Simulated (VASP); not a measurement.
These are PBE GGA, VASP's PBE PAW potentials (set 64) (plane waves; VASP 6.6.1) values and carry that method's errors.

VASP ran on this input.

### KPOINTS
```
Automatic
0
gamma
 9 9 9
```

### POSCAR
```
CeO2
1.0
  0.0000000000   2.6585870000   2.6585870000
  2.6585870000   0.0000000000   2.6585870000
  2.6585870000   2.6585870000   0.0000000000
Ce O
1 2
Cart
  0.0000000000   0.0000000000   0.0000000000
  1.3292935000   1.3292935000   1.3292935000
  3.9878805000   3.9878805000   3.9878805000
```

**INCAR**
```
! general
SYSTEM =CeO2
PREC   =Accurate
ENCUT  =400
LREAL  =F   ! projection in real space or not
LASPH  =T

! electronic loop
EDIFF  =1E-6   ! SCF stop (eV)
NELM   =100
ALGO   =Normal
LMAXMIX=6

! smearing
ISMEAR =-1
SIGMA  =0.05

! functional
GGA    =PE

! ions
ISIF   =2   ! forces and stress, cell fixed

! output
LWAVE  =F
LCHARG =F
```

POTCAR, in this order: Ce O (PBE.64 set). Program: vasp_std.

Q: What will the output report for the number of irreducible k-points (NKPTS), largest plane-wave count, number of space-group operations, FFT grid (NGX, NGY, NGZ)?

A: 
```yaml
number of irreducible k-points (NKPTS): 35
largest_plane_wave_count: 701
number_of_space_group_operations: 48
FFT grid (NGX, NGY, NGZ): 28 × 28 × 28
```

The structure is a typed CeO2 crystal (Fm-3m). The cell was not relaxed at this level, and its volume differs by -5.9 % from the start's. The run is not spin-polarised, so no magnetic state was tried.
